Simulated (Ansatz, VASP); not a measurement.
# Cu10F (Cu(110)-(1x2)-F, hollow site) in two plane-wave programs

One calculation is typed for both programs; each brings its own data sets. How far apart do they land? Of the first pair: The structure shown is the start of the Ansatz relaxation below; VASP solves that cell, so the two are compared at the walk's first step.

Main program and level: Ansatz 0.2.0; plane waves, with VASP 6.6.1 beside it; single point at PBE.

### Step 1. Starting point

The cell holds 11 atoms: 10 Cu and 1 F. Its edges and angles: a = 7.220 Å, b = 2.553 Å, c = 22.605 Å, α = 90.0°, β = 90.0°, γ = 90.0°. Vacuum lies along c.

### Step 2. Ansatz: relaxation, PBE

Ansatz runs on its default PAW (the set named soft_2) files.

The two programs are compared at the cell with which this relaxation starts, whose forces are those of its first step.

The input, input.yaml:

```yaml
crystal:
  lattice:
    - [7.22, 0.0, 0.0]
    - [0.0, 2.5526554801, 0.0]
    - [0.0, 0.0, 22.6053109602]
  atoms:
    - { symbol: Cu, position: [0.0, 0.0, 0.3760178312] }
    - { symbol: Cu, position: [0.5, 0.0, 0.3760178312] }
    - { symbol: Cu, position: [0.25, 0.5, 0.4324792416] }
    - { symbol: Cu, position: [0.75, 0.5, 0.4324792416] }
    - { symbol: Cu, position: [0.0, 0.0, 0.488940652] }
    - { symbol: Cu, position: [0.5, 0.0, 0.488940652] }
    - { symbol: Cu, position: [0.25, 0.5, 0.5454020625] }
    - { symbol: Cu, position: [0.75, 0.5, 0.5454020625] }
    - { symbol: Cu, position: [0.0, 0.0, 0.6018634729] }
    - { symbol: Cu, position: [0.5, 0.0, 0.6018634729] }
    - { symbol: F, position: [0.25, 0.5, 0.6239821688] }
kpoints:
  mp_grid: { grid: [4, 11, 1] }
hamiltonian:
  xc: pbe
scf:
  occupations: { method: fermi_dirac, width: 0.1 }
  convergence: { dr2_threshold: 1.0e-08 }
efield:
  axis: 3
  dipole_correction: true
  ramp_position: 0.97
  ramp_width: 0.06
relax:
  f_tol: 0.015
  max_steps: 90
  constraints: [{ sites: [0, 1, 2, 3] }]
output:
  write_potential: true
  write_density: true
  volumetric_format: npy
```

Launch:

```console
ansatz run input.yaml --threads 4 --pin off --max-ram 6144MiB --backend cpu --events-out ev --progress --plain --runs-dir out
```

Numbers of over 12 decimals in the logs are rounded to 6 here.

The log of the run:

```text
Engine: ansatz 0.2.0, aarch64-unknown-linux-gnu
Pseudopotentials: kind: paw
Pseudopotential: Cu, paw, valence charge 19, recommended cutoff 420 eV (normal), Cu.paw.azcp
Pseudopotential: F, paw, valence charge 7, recommended cutoff 420 eV (normal), F.paw.azcp
Functional definition: PBE
  parameter kappa = 0.804
  parameter beta = 0.066725
  exchange = pbe_x(kappa = kappa, mu = beta*pi^2/3)
  correlation = pbe_c(beta = beta)
Crystal: 11 atoms, lattice volume = 416.620 Å³
Basis set: ecut = 420 eV, 8171 PW (Γ), exchange–correlation on 100×36×320 points (8 copies of the dense FFT grid, shifted against one another)
Bands: 119, of which v1, the nominal top of the filled ones, is band 99 counted from 1 (98 counted from 0)
Symmetry: 4 space group operations
Space group: Pmm2 (ITA 25), of the structure as read, at distance tolerance 7.5e-5 Å
k-points: 18 of 44
Non-local potential: Cu, projectors of the file, l = 0: 3, l = 1: 2, l = 2: 3, l = 3: 1
Non-local potential: F, projectors of the file, l = 0: 2, l = 1: 2, l = 2: 1
PAW form: soft (Blöchl's): semilocal exchange-correlation on the pseudo side does not see the compensation charge
PAW one-centre angular grid: Cu, 590 points (default); XC on 64 Gauss nodes
PAW one-centre angular grid: F, 110 points (default); XC on 64 Gauss nodes
Initial density: superposition of atomic densities (neutral atoms: chi_scale 0, normalization atom), corrected by the library's trained network
Initial wavefunctions: pseudopotential atomic-orbital guess
Functional: x = pbe(κ = 0.804, μ = 0.219515), c = pbe(β = 0.066725)
SCF iter   1: F=—  HF=-67055.676692 eV  |F-HF|=—  |Δ(HF+E_count)|=         —  Δρ=2.74e-3  dr2=1.62e-1  ethr=1.77e-3  p=0.041 e·Å  D=1.78e-2 V/Å  ΔV_dip=-0.40 eV  dr2_dipole=2.29e-2  V_vac-E_F(+/−)=3.88/4.28 eV  ⟨swp⟩=7.4  Hψ=8835  notcnv=0  defer=99
efield: sawtooth ramp at fractional position 0.9700 (set: `efield.ramp_position`, or a place that a band, a saddle search or an elastic batch's reference lends), width 0.0600; the density the first Hamiltonian is built on has a dipole p = 0.041 e·Å; the dipole correction subtracts the counter field D = 1.78e-2 V/Å, which shifts the + side's vacuum level by -0.40 eV against the − side's; the planar-averaged density in the ramp window peaks in size at 6.8e-6 e/Å³
preconditioner: auto → LDOS  [metal: Δε(μ)=0.121 eV  Ē_g=8.369 eV  σ=0.100 eV  W_gap=0.27  n_scr=72 (ndim 8)  ℏωp=19.7 eV  f_vac=0.650  D(μ)=2.52/eV (n_scr^D=16)  β→1.0]
SCF iter   2: F=—  HF=-67055.715830 eV  |F-HF|=—  |Δ(HF+E_count)|=   3.91e-2  Δρ=6.74e-3  dr2=1.79e-1  ethr=8.22e-5  p=-0.013 e·Å  D=-5.54e-3 V/Å  ΔV_dip=0.13 eV  dr2_dipole=2.71e-3  V_vac-E_F(+/−)=4.52/4.39 eV  ⟨swp⟩=2.8  Hψ=3895  notcnv=0  defer=168
SCF iter   3: F=—  HF=-67055.703001 eV  |F-HF|=—  |Δ(HF+E_count)|=   1.28e-2  Δρ=6.90e-3  dr2=1.12e-1  ethr=8.22e-5  p=-0.005 e·Å  D=-2.00e-3 V/Å  ΔV_dip=0.05 eV  dr2_dipole=5.28e-5  V_vac-E_F(+/−)=4.42/4.38 eV  ⟨swp⟩=2.1  Hψ=3920  notcnv=0  defer=168
SCF iter   4: F=—  HF=-67055.676291 eV  |F-HF|=—  |Δ(HF+E_count)|=   2.67e-2  Δρ=6.68e-4  dr2=1.27e-3  ethr=5.70e-5  p=0.000 e·Å  D=1.00e-4 V/Å  ΔV_dip=-0.00 eV  dr2_dipole=1.40e-8  V_vac-E_F(+/−)=4.35/4.35 eV  ⟨swp⟩=2.0  Hψ=3512  notcnv=0  defer=166
SCF iter   5: F=—  HF=-67055.675909 eV  |F-HF|=—  |Δ(HF+E_count)|=   3.82e-4  Δρ=4.97e-4  dr2=6.44e-4  ethr=6.44e-7  p=-0.001 e·Å  D=-3.05e-4 V/Å  ΔV_dip=0.01 eV  dr2_dipole=1.00e-6  V_vac-E_F(+/−)=4.36/4.35 eV  ⟨swp⟩=3.0  Hψ=4266  notcnv=0  defer=165
SCF iter   6: F=—  HF=-67055.675795 eV  |F-HF|=—  |Δ(HF+E_count)|=   1.13e-4  Δρ=5.77e-5  dr2=1.45e-5  ethr=3.27e-7  p=-0.001 e·Å  D=-3.66e-4 V/Å  ΔV_dip=0.01 eV  dr2_dipole=1.50e-7  V_vac-E_F(+/−)=4.36/4.35 eV  ⟨swp⟩=2.0  Hψ=2880  notcnv=0  defer=165
SCF iter   7: F=—  HF=-67055.675775 eV  |F-HF|=—  |Δ(HF+E_count)|=   2.00e-5  Δρ=7.63e-5  dr2=1.76e-5  ethr=7.38e-9  p=-0.001 e·Å  D=-4.05e-4 V/Å  ΔV_dip=0.01 eV  dr2_dipole=7.36e-8  V_vac-E_F(+/−)=4.36/4.35 eV  ⟨swp⟩=3.1  Hψ=4467  notcnv=0  defer=165
SCF iter   8: F=—  HF=-67055.675777 eV  |F-HF|=—  |Δ(HF+E_count)|=   1.62e-6  Δρ=4.10e-5  dr2=4.61e-6  ethr=7.38e-9  p=-0.001 e·Å  D=-4.72e-4 V/Å  ΔV_dip=0.01 eV  dr2_dipole=9.62e-10  V_vac-E_F(+/−)=4.36/4.35 eV  ⟨swp⟩=2.0  Hψ=2905  notcnv=0  defer=165
SCF iter   9: F=—  HF=-67055.675777 eV  |F-HF|=—  |Δ(HF+E_count)|=   3.90e-7  Δρ=8.47e-6  dr2=2.24e-7  ethr=2.34e-9  p=-0.001 e·Å  D=-4.78e-4 V/Å  ΔV_dip=0.01 eV  dr2_dipole=8.13e-9  V_vac-E_F(+/−)=4.36/4.35 eV  ⟨swp⟩=2.0  Hψ=2907  notcnv=0  defer=165
SCF iter  10: F=—  HF=-67055.675777 eV  |F-HF|=—  |Δ(HF+E_count)|=   2.33e-7  Δρ=3.53e-6  dr2=3.10e-8  ethr=1.14e-10  p=-0.001 e·Å  D=-4.79e-4 V/Å  ΔV_dip=0.01 eV  dr2_dipole=9.84e-10  V_vac-E_F(+/−)=4.36/4.35 eV  ⟨swp⟩=2.0  Hψ=3337  notcnv=0  defer=165
[...]
SCF converged after 10 iterations
Free energy (F): -67056.299770 eV
Harris-Foulkes:  -67056.299770 eV  (|F-HF|=1.46e-11)
Internal energy: -67056.207265 eV  (E = F + TS)
E sigma→0 (E₀):  -67056.253518 eV
Entropy (-TS):   -0.092504 eV (-8.409 meV/atom)
Fermi energy:    1.561232 eV
Dipole field:    D = -0.033475 V/Å  (p = -0.077073 e·Å, saw-weighted, corrected)
Work function:   Φ+ = 5.1482 eV   Φ− = 4.3915 eV
Levels:          The Fermi level and band energies are counted from a zero that moves with the ramp; work functions are not
--- Per-component energies (eV) ---
  E_band       = -6478.364444
  E_kinetic    = 3200.315964
  E_local      = -400535.781391  (includes V_loc(G=0)·N_el)
  E_nonlocal   = 4003.742442
  E_hartree    = 196367.501611
  E_xc         = -964.977686
  E_vxc        = -1243.703438  (∫ρ·V_xc dr)
  E_paw        = -16857.645497  (= ΣΔE_a)
  E_vpaw       = -4637.266478  (= ΣTr[D̂ρ^β])
  E_aug_tail   = 0.004877  (compensation charges beyond the density's cutoff)
  E_efield     = 0.001290  (sawtooth field / dipole correction)
  E_vefield    = -0.688230  (∫n·V_field dr)
  E_ewald      = 147730.631125
  E_smearing   = -0.092504  (= −TS)
  E_closure    = 0.000000  (closes the sum)
  Σ components = -67056.299770   (vs F -67056.299770, Δ=0.00e0)
--- Forces (eV/Å), atoms counted from 1 ---
  atom   1  Cu     0.00358252     0.00000000     0.40700215
  atom   2  Cu    -0.00358252     0.00000000     0.40700215
  atom   3  Cu    -0.00000000     0.00000000    -0.44384467
  atom   4  Cu    -0.00000000     0.00000000    -0.36372106
  atom   5  Cu    -0.00168726     0.00000000    -0.00652682
  atom   6  Cu     0.00168726     0.00000000    -0.00652682
  atom   7  Cu     0.00000000     0.00000000     0.00419303
  atom   8  Cu    -0.00000000     0.00000000    -0.01393507
  atom   9  Cu    -0.00499415     0.00000000     0.00921188
  atom  10  Cu     0.00499415     0.00000000     0.00921188
  atom  11  F     -0.00000000     0.00000000    -0.00209839
  max |Σ_I F_I| component: 3.17e-5 eV/Å
--- Band table (eV; the first three rows and the last of 18) ---
  k-point 0: bands = [... 95 lower, 0.1926, 0.2280, 0.2771, 0.3715, 0.4699, 0.8259, 2.1555, 2.7992, ... 16 higher]
  k-point 1: bands = [... 95 lower, 0.2424, 0.2770, 0.3035, 0.6096, 0.6590, 1.2721, 2.3941, 2.9924, ... 16 higher]
  k-point 2: bands = [... 95 lower, 0.2457, 0.5045, 0.5215, 0.9498, 1.2406, 1.9945, 3.0431, 3.4997, ... 16 higher]
  k-point 17: bands = [... 95 lower, 1.1422, 2.4346, 2.6843, 2.7455, 2.7615, 4.1527, 4.4385, 4.8864, ... 16 higher]
--- Relaxed structure (6 steps of the walk, 6 accepted, 0 SCFs on fresh bases) ---
  F+E_penalty+E_count = -67056.29976974 eV   max|allowed force component| = 1.394e-2 eV/Å
  atoms:
    - { symbol: Cu, position: [0.0, 0.0, 0.3760178312] }
    - { symbol: Cu, position: [0.5, 0.0, 0.3760178312] }
    - { symbol: Cu, position: [0.25, 0.5, 0.432479] }
    - { symbol: Cu, position: [0.750000, 0.5, 0.432479] }
    - { symbol: Cu, position: [-0.00958761, 0.0, 0.490858] }
    - { symbol: Cu, position: [0.509588, 0.0, 0.490858] }
    - { symbol: Cu, position: [0.25, 0.5, 0.539908] }
    - { symbol: Cu, position: [0.750000, 0.5, 0.554589] }
    - { symbol: Cu, position: [0.012159, 0.0, 0.603443] }
    - { symbol: Cu, position: [0.487841, 0.0, 0.603443] }
    - { symbol: F, position: [0.25, 0.5, 0.640761] }
```

In the SCF lines HF is the Harris–Foulkes energy and dr2 the Hartree energy of the density residual, in eV; the loop may stop once dr2 is under the threshold and the program's other checks hold. Hψ counts applications of the Hamiltonian.

### Step 3. VASP: single point, PBE, start cell, pair 1

The same cell, functional, mesh and smearing now go to VASP, with its own data sets.

Lines of VASP's logs that name or quote its potential files are left out, and so is its time.

The input, INCAR:

```
SYSTEM = Cu10F
PREC = Accurate
ENCUT = 520
EDIFF = 1E-06
NELM = 120
ISMEAR = -1
SIGMA = 0.1
LREAL = .FALSE.
ALGO = Normal
GGA = PE
NBANDS = 72
LASPH = .TRUE.
LORBIT = 11
LWAVE = .FALSE.
LCHARG = .FALSE.
ISIF = 2
LDIPOL = .TRUE.
IDIPOL = 3
DIPOL = 0.5 0.5 0.502
LVHAR = .TRUE.
GGA_COMPAT = .FALSE.
NELMDL = -8
KPAR = 2
```

The input, POSCAR:

```
Cu10F
1.0
    7.2200000000      0.0000000000      0.0000000000
    0.0000000000      2.5526554801      0.0000000000
    0.0000000000      0.0000000000     22.6053109602
Cu F
10 1
Direct
    0.0000000000      0.0000001018      0.3760178312
    0.5000000000      0.0000001018      0.3760178312
    0.2500000000      0.5000001018      0.4324792531
    0.7500000000      0.5000001018      0.4324792531
    0.0000000000      0.0000001018      0.4889406308
    0.5000000000      0.0000001018      0.4889406308
    0.2500000000      0.5000001018      0.5454020527
    0.7500000000      0.5000001018      0.5454020527
    0.0000000000      0.0000001018      0.6018634746
    0.5000000000      0.0000001018      0.6018634746
    0.2500000000      0.5000001018      0.6239821706
```

The input, KPOINTS:

```
Automatic mesh
0
Gamma
4 11 1
0 0 0
```

The projector-augmented-wave data sets are Cu and F (PBE family, release 64).

Launch:

```console
mpirun -np 2 vasp_std
```

The log of the run:

```text
[banner, memory and clock lines left out]
running    2 mpi-ranks, on    1 nodes
 distrk:  each k-point on    1 cores,    2 groups
 distr:  one band on    1 cores,    1 groups

 POSCAR found type information on POSCAR CuF
 POSCAR found :  2 types and      11 ions
 LDA part: xc-table for (Slater+PW92), standard interpolation
 POSCAR, INCAR and KPOINTS ok, starting setup
 FFT: planning ... GRIDC
 FFT: planning ... GRID_SOFT
 FFT: planning ... GRID
 WAVECAR not read
 entering main loop
       N       E                     dE             d eps       ncg     rms          rms(c)
DAV:   1     0.112339522926E+04    0.11234E+04   -0.48906E+04  2592   0.186E+03
DAV:   2     0.129777689380E+03   -0.99362E+03   -0.95724E+03  2592   0.421E+02
DAV:   3    -0.251921316429E+02   -0.15497E+03   -0.14376E+03  3616   0.207E+02
DAV:   4    -0.449292352845E+02   -0.19737E+02   -0.18552E+02  3608   0.776E+01
DAV:   5    -0.456469739244E+02   -0.71774E+00   -0.71427E+00  3016   0.188E+01
DAV:   6    -0.456662769209E+02   -0.19303E-01   -0.19299E-01  3440   0.230E+00
DAV:   7    -0.456669556263E+02   -0.67871E-03   -0.67851E-03  3248   0.366E-01
DAV:   8    -0.456669946310E+02   -0.39005E-04   -0.39004E-04  3576   0.719E-02    0.223E+01
DAV:   9    -0.407223203060E+02    0.49447E+01   -0.85866E+01  3104   0.121E+02    0.118E+01
DAV:  10    -0.376181533380E+02    0.31042E+01   -0.17865E+01  3072   0.819E+01    0.413E+00
DAV:  11    -0.375886958859E+02    0.29457E-01   -0.31336E+00  3320   0.358E+01    0.138E+00
DAV:  12    -0.375864994209E+02    0.21965E-02   -0.97134E-01  3408   0.116E+01    0.172E+00
DAV:  13    -0.375537270215E+02    0.32772E-01   -0.21294E-01  2968   0.121E+01    0.973E-01
DAV:  14    -0.375415793962E+02    0.12148E-01   -0.13117E-01  3536   0.901E+00    0.297E-01
[...]
DAV:  27    -0.375399333525E+02   -0.33286E-04   -0.23012E-06  1856   0.178E-02    0.245E-03
DAV:  28    -0.375399378034E+02   -0.44509E-05   -0.12172E-06  1912   0.197E-02    0.842E-04
DAV:  29    -0.375399413190E+02   -0.35156E-05   -0.35221E-07  1688   0.607E-03    0.443E-04
DAV:  30    -0.375399433358E+02   -0.20168E-05   -0.24153E-07  1744   0.585E-03    0.435E-04
DAV:  31    -0.375399449912E+02   -0.16554E-05   -0.17620E-07  1672   0.503E-03    0.449E-04
DAV:  32    -0.375399465256E+02   -0.15345E-05   -0.58496E-08  1696   0.336E-03    0.164E-04
DAV:  33    -0.375399479629E+02   -0.14372E-05   -0.42347E-08  1712   0.227E-03    0.185E-04
DAV:  34    -0.375399482321E+02   -0.26920E-06   -0.16522E-08  1720   0.190E-03
   1 F= -.37539948E+02 E0= -.37497878E+02  d E =-.841407E-01
```

Parts of OUTCAR (step 3):

```text
ion  position               nearest neighbor table
   1  0.000  0.000  0.376-   5 2.55   4 2.55   3 2.55   3 2.55   4 2.55
   2  0.500  0.000  0.376-   6 2.55   4 2.55   3 2.55   3 2.55   4 2.55
   3  0.250  0.500  0.432-   7 2.55   6 2.55   5 2.55   5 2.55   6 2.55   1 2.55   2 2.55   2 2.55
                             1 2.55
   4  0.750  0.500  0.432-   8 2.55   6 2.55   5 2.55   5 2.55   6 2.55   1 2.55   2 2.55   2 2.55
                             1 2.55
   5  0.000  0.000  0.489-   1 2.55   3 2.55   4 2.55   3 2.55   4 2.55   7 2.55   8 2.55   7 2.55
                             8 2.55   9 2.55
   6  0.500  0.000  0.489-   2 2.55   3 2.55   4 2.55   3 2.55   4 2.55   7 2.55   8 2.55   7 2.55
                             8 2.55  10 2.55
   7  0.250  0.500  0.545-  11 1.78   3 2.55   6 2.55   5 2.55   5 2.55   6 2.55  10 2.55   9 2.55
                             9 2.55  10 2.55
   8  0.750  0.500  0.545-   4 2.55   5 2.55   6 2.55   5 2.55   6 2.55   9 2.55  10 2.55   9 2.55
                            10 2.55
   9  0.000  0.000  0.602-  11 2.27  11 2.27   7 2.55   7 2.55   8 2.55   8 2.55   5 2.55
  10  0.500  0.000  0.602-  11 2.27  11 2.27   7 2.55   7 2.55   8 2.55   8 2.55   6 2.55
  11  0.250  0.500  0.624-   7 1.78   9 2.27  10 2.27   9 2.27  10 2.27

  LATTYP: Found a simple orthorhombic cell.
 ALAT       =     2.5526554801
 B/A-ratio  =     2.8284271247
 C/A-ratio  =     8.8556059117

 Subroutine GETGRP returns: Found  4 space group operations
 (whereof  2 operations were pure point group operations)

The static configuration has the point symmetry C_1h.
 The point group associated with its full space group is C_2v.

 Found     18 irreducible k-points:

   k-points           NKPTS =     18   k-points in BZ     NKDIM =     18   number of bands    NBANDS=     72

   dimension x,y,z NGX =    54 NGY =   20 NGZ =  168
   dimension x,y,z NGXF=   108 NGYF=   40 NGZF=  336

   ENCUT  =  520.0 eV  38.22 Ry    6.18 a.u.  13.42  4.75 42.03*2*pi/ulx,y,z

   NELECT =     117.0000    total number of electrons

 k-points in reciprocal lattice and weights: Automatic mesh
   0.00000000  0.00000000  0.00000000       0.023
   0.25000000  0.00000000  0.00000000       0.045
   0.50000000  0.00000000  0.00000000       0.023
   0.00000000  0.09090909  0.00000000       0.045
   0.25000000  0.09090909  0.00000000       0.091
   0.50000000  0.09090909  0.00000000       0.045
   0.00000000  0.18181818  0.00000000       0.045
   0.25000000  0.18181818  0.00000000       0.091
   0.50000000  0.18181818  0.00000000       0.045
[...]
0.25000000  0.45454545  0.00000000       0.091
   0.50000000  0.45454545  0.00000000       0.045

 dipolmoment           0.000000      0.000000      0.003336 electrons x Angstroem

 average (electrostatic) potential at core
       1 -71.5472       2 -71.5472       3 -71.9866       4 -71.9904       5 -72.0132
       6 -72.0132       7 -72.1722       8 -72.0002       9 -71.5698      10 -71.5698
      11 -81.8033

 E-fermi :  -0.7835

 k-point     1 :       0.0000    0.0000    0.0000
  band No.  band energies     occupation
    ...
     57      -2.1673      2.00000
     58      -2.1598      2.00000
     59      -2.0571      1.99999
     60      -1.9352      1.99998
     61      -1.5515      1.99908
     62       0.0339      0.00056
     63       0.4252      0.00001
     64       1.2021      0.00000
     65       1.2805      0.00000
     66       2.3978      0.00000
    ...

 k-point     2 :       0.2500    0.0000    0.0000
  band No.  band energies     occupation
    ...
     57      -2.1520      2.00000
     58      -2.1181      2.00000
     59      -2.0042      1.99999
     60      -1.8463      1.99995
     61      -0.9647      1.71904
     62      -0.0213      0.00098
     63       0.3232      0.00003
     64       0.8099      0.00000
     65       1.3061      0.00000
     66       2.2379      0.00000
    ...

 k-point     3 :       0.5000    0.0000    0.0000
  band No.  band energies     occupation
    ...
     56      -2.2119      2.00000
     57      -2.1030      2.00000
     58      -2.0757      2.00000
     59      -1.8238      1.99994
     60      -1.3495      1.99306
     61      -0.6512      0.42049
     62      -0.4721      0.08509
     63       0.1677      0.00015
     64       0.7018      0.00000
     65       1.6213      0.00000
    ...

  Total       -0.5079391      1.3260285      6.3706971      0.0000000      0.0000000      0.0000000
  in kB       -1.9533602      5.0994525     24.4995243      0.0000000      0.0000000      0.0000000
  external PRESSURE =       9.2152055 kB  Pullay stress =       0.0000000 kB

  energy-cutoff  :      520.00
  volume of cell :      416.62
      direct lattice vectors                 reciprocal lattice vectors
     7.220000000  0.000000000  0.000000000     0.138504155  0.000000000  0.000000000
     0.000000000  2.552655480  0.000000000     0.000000000  0.391748909  0.000000000
     0.000000000  0.000000000 22.605310960     0.000000000  0.000000000  0.044237392

 POSITION                                       TOTAL-FORCE (eV/Angst)
 -----------------------------------------------------------------------------------
      0.00000      0.00000      8.50000        -0.002250      0.000000      0.280393
      3.61000      0.00000      8.50000         0.002250      0.000000      0.280393
      1.80500      1.27633      9.77633         0.000000      0.000000     -0.241963
      5.41500      1.27633      9.77633         0.000000      0.000000     -0.449317
      0.00000      0.00000     11.05266        -0.003631      0.000000     -0.013402
      3.61000      0.00000     11.05266         0.003631      0.000000     -0.013402
      1.80500      1.27633     12.32898         0.000000      0.000000     -4.053167
      5.41500      1.27633     12.32898         0.000000      0.000000      0.524546
      0.00000      0.00000     13.60531        -0.969310      0.000000     -0.282611
      3.61000      0.00000     13.60531         0.969310      0.000000     -0.282611
      1.80500      1.27633     14.10531         0.000000      0.000000      4.251141
 -----------------------------------------------------------------------------------
    total drift:                                0.000000     -0.000786      0.004996

  FREE ENERGIE OF THE ION-ELECTRON SYSTEM (eV)
  ---------------------------------------------------
  free  energy   TOTEN  =       -37.5399482321 eV

  energy  without entropy=      -37.4558074962  energy(sigma->0) =      -37.49787786

 vacuum level on the upper side and lower side of the slab         3.584         3.551

 total charge
# of ion       s       p       d       tot
------------------------------------------
    1        0.440   0.223   9.222   9.884
    2        0.440   0.223   9.222   9.884
    3        0.443   0.362   9.169   9.974
    4        0.444   0.358   9.172   9.974
    5        0.443   0.376   9.185  10.004
    6        0.443   0.376   9.185  10.004
    7        0.445   0.443   9.229  10.118
    8        0.437   0.371   9.161   9.968
    9        0.390   0.226   9.271   9.887
   10        0.390   0.226   9.271   9.887
   11        1.751   4.334   0.000   6.085
--------------------------------------------------
tot          6.065   7.517  92.088 105.670

[... 3 further parts left out ...]
```

This run has no spin polarisation, so a moment on Cu, if there is one, isn't seen. Its electron count is odd, so without a moment it is a metal by construction.

(Part 1 of 2 ends here.)

[Lines on the potential files, build, host, timing and source positions are cut from VASP's logs without a mark.]

[Logs are printed without paths, hosts, clocks, repeated set-up lines and the standing remarks that a program may print on its own settings, such as how far it seeks lower states.]

[Hosts, paths, dates, database ids (printed as entryN), source tags and the programs' standing remarks are cut or masked in the printed files.]
